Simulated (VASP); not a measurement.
Method: PBEsol GGA, VASP's PBE PAW potentials (set 64) (plane waves; VASP).

VASP input:

POSCAR:
```
AlV
7.9466440
  0.2180551941  -0.2412330287   0.0000000000
  0.2180551941   0.2412330287   0.0000000000
  0.0000000000   0.0000000000   0.5000000000
Al V
1 1
direct
  0.0000000000   0.0000000000   0.0000000000
  0.5000000000   0.5000000000   0.5000000000
```

File KPOINTS:
```
Automatic
0
G
 12 12 8
0 0 0
```

### INCAR
```
# general
SYSTEM  = AlV
PREC    = Accurate
ENCUT   = 300
LREAL   = .FALSE.
LASPH   = .TRUE.

# electronic loop
EDIFF   = 1E-6
NELM    = 100
ALGO    = Normal
LMAXMIX = 4

# smearing
ISMEAR  = 0
SIGMA   = 0.1

# functional
GGA     = PS

# ions
ISIF    = 2

# output
LWAVE   = .FALSE.
LCHARG  = .FALSE.
```

POTCAR, in this order: Al V_sv (PBE.64 set). Program: vasp_std.

Output

**OSZICAR**
```
       N       E                     dE             d eps       ncg     rms          rms(c)
DAV:   1     0.738879314629E+02    0.73888E+02   -0.76465E+03  6112   0.876E+02
DAV:   2    -0.145028370009E+02   -0.88391E+02   -0.85483E+02  5328   0.289E+02
DAV:   3    -0.161777379791E+02   -0.16749E+01   -0.16160E+01  6428   0.434E+01
DAV:   4    -0.161985890740E+02   -0.20851E-01   -0.20820E-01  5488   0.456E+00
DAV:   5    -0.161989279597E+02   -0.33889E-03   -0.33886E-03  6240   0.604E-01    0.205E+01
DAV:   6    -0.147360402603E+02    0.14629E+01   -0.16474E+01  5640   0.489E+01    0.579E+00
DAV:   7    -0.141681598524E+02    0.56788E+00   -0.34376E+00  5568   0.222E+01    0.409E+00
DAV:   8    -0.141153272169E+02    0.52833E-01   -0.24309E-01  5696   0.593E+00    0.473E-01
DAV:   9    -0.141130179312E+02    0.23093E-02   -0.90233E-03  5628   0.137E+00    0.210E-01
DAV:  10    -0.141128273868E+02    0.19054E-03   -0.54819E-04  5756   0.310E-01    0.101E-01
DAV:  11    -0.141127948021E+02    0.32585E-04   -0.18570E-04  5876   0.174E-01    0.453E-02
DAV:  12    -0.141127922427E+02    0.25594E-05   -0.68194E-06  5652   0.334E-02    0.684E-03
DAV:  13    -0.141127917589E+02    0.48380E-06   -0.51194E-07  2904   0.808E-03
   1 F= -.14112792E+02 E0= -.14109420E+02  d E =-.674328E-02
```

File OUTCAR:
```
------------------------ aborting loop because EDIFF is reached ----------------------------------------
  FORCE on cell =-STRESS in cart. coord.  units (eV):
  Direction    XX          YY          ZZ          XY          YZ          ZX
  --------------------------------------------------------------------------------------
  Total        1.1862938      1.4550021      1.2768983     -0.0000000      0.0000000      0.0000000
  in kB       72.0026325     88.3119982     77.5019086     -0.0000000      0.0000000      0.0000000
  external PRESSURE =      79.2721798 kB  Pullay stress =       0.0000000 kB
  volume of cell :       26.40
      direct lattice vectors                 reciprocal lattice vectors
     1.732807000 -1.916993000  0.000000000     0.288549158 -0.260825157  0.000000000
     1.732807000  1.916993000  0.000000000     0.288549158  0.260825157  0.000000000
     0.000000000  0.000000000  3.973322000     0.000000000  0.000000000  0.251678570
 POSITION                                       TOTAL-FORCE (eV/Angst)
 -----------------------------------------------------------------------------------
      0.00000      0.00000      0.00000        -0.000000     -0.000000      0.000000
      1.73281      0.00000      1.98666         0.000000      0.000000      0.000000
 -----------------------------------------------------------------------------------
    total drift:                                0.000000      0.000000      0.000000
  FREE ENERGIE OF THE ION-ELECTRON SYSTEM (eV)
  ---------------------------------------------------
  free  energy   TOTEN  =       -14.1127917589 eV

  energy  without entropy=      -14.1060484766  energy(sigma->0) =      -14.10942012
```
(Selected blocks of OUTCAR.)

OUTCAR:
```
 val. band max:       10.1259583381   @ k =   0.5000   0.2500   0.5000

 cond. band min:      10.1291896341   @ k =   0.2500   0.0000   0.5000


 Fermi energy:        10.1273230650

 k-point     1 :       0.0000    0.0000    0.0000
  band No.  band energies     occupation
      1     -53.6002      2.00000
      2     -27.6859      2.00000
      3     -27.2258      2.00000
      4     -27.1437      2.00000
      5      -0.1755      2.00000
      6       7.2177      2.00000
      7       8.4114      2.00000
      8       8.9047      2.00000
      9      11.5641      0.00000
     10      11.9017      0.00000
     11      12.8184      0.00000
     12      15.7352      0.00000

 k-point     2 :       0.0833    0.0000    0.0000
  band No.  band energies     occupation
      1     -53.5941      2.00000
      2     -27.6802      2.00000
      3     -27.2526      2.00000
      4     -27.1593      2.00000
      5      -0.0121      2.00000
      6       7.3566      2.00000
      7       8.4885      2.00000
      8       8.7731      2.00000
      9      11.6728      0.00000
     10      11.9761      0.00000
     11      12.6941      0.00000
     12      15.7548      0.00000

 k-point     3 :       0.1667   -0.0000    0.0000
  band No.  band energies     occupation
      1     -53.5772      2.00000
      2     -27.6649      2.00000
      3     -27.3621      2.00000
      4     -27.1649      2.00000
      5       0.4713      2.00000
      6       7.7176      2.00000
      7       8.4508      2.00000
      8       8.6753      2.00000
      9      11.8162      0.00000
     10      12.3254      0.00000
     11      12.3812      0.00000
     12      15.7990      0.00000

 k-point     4 :       0.2500    0.0000    0.0000
  band No.  band energies     occupation
      1     -53.5540      2.00000
      2     -27.6438      2.00000
      3     -27.5261      2.00000
      4     -27.1557      2.00000
      5       1.2560      2.00000
      6       8.0652      2.00000
...
```

At this cut-off the stress carries a Pulay error, which pulls relaxed volumes low.

The structure comes from a computed database's AlV entry; how it stands against other phases isn't given here. The cell was not relaxed at this level, and its volume differs by -5.9 % from the start's. The run is not spin-polarised, so no magnetic state was tried.
